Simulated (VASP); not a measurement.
OBClH2, in a box:

```
O B Cl H
1.0
    12.00000    0.00000    0.00000
     0.00000   12.00000    0.00000
     0.00000    0.00000   11.00000
O B Cl H
1 1 1 2
Direct
  0.43974 0.42183 0.49288
  0.54327 0.46195 0.50568
  0.57740 0.59805 0.45720
  0.38854 0.47348 0.45590
  0.61362 0.40545 0.55029
```

Base run:

| Property | Result |
| --- | --- |
| Program | VASP 6.6.1 |
| Functional | PBE |
| Potentials or basis | VASP PAW PBE potentials, release 64 (O, B, Cl, H) |
| Cutoff | 520 eV |
| k mesh | 1 × 1 × 1 |
| Occupations | gaussian, width 0.01 eV |
| Spin | no spin polarisation |

Its results: gap between the frontier levels 6.25 eV; largest force 0.593 eV/Å.

Problem. The run is repeated on the same cell with these changes: functional from PBE to r2SCAN; further incar settings from ALGO = Fast; EDIFF = 1e-07 to ALGO = Normal; EDIFF = 1e-06. What comes out?

Solution. Gap between the frontier levels 7.00 eV; largest force 0.208 eV/Å.

Caveats: the PAW data sets were made with another functional, which shifts forces and pressure a little (some runs).

A k mesh can miss the band edges.

Not every run made on this cell is shown here.
